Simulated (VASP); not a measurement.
Input:

```xyz
2
Lattice="0.0000 2.2741 2.2741 2.2741 0.0000 2.2741 2.2741 2.2741 0.0000" Properties=species:S:1:pos:R:3 pbc="T T T"
Ga     0.0000     0.0000     0.0000
N      3.4112     3.4112     3.4112
```

Computed with PBE GGA, VASP's PBE PAW potentials (set 64) (plane waves; VASP). Numerical set-up: 500 eV cut-off, Gaussian smearing of 0.050 eV, potentials Ga_d N.

**Question.** Predict the band gap (along the path) with the smallest direct gap where there is one.

**Answer.** 
```json
{
 "band gap (along the path)": "1.55 eV",
 "smallest direct gap (along the path)": "1.55 eV"
}
```

The structure comes from a computed database's GaN entry (F-43m); how it stands against other phases isn't given here. It was relaxed first.
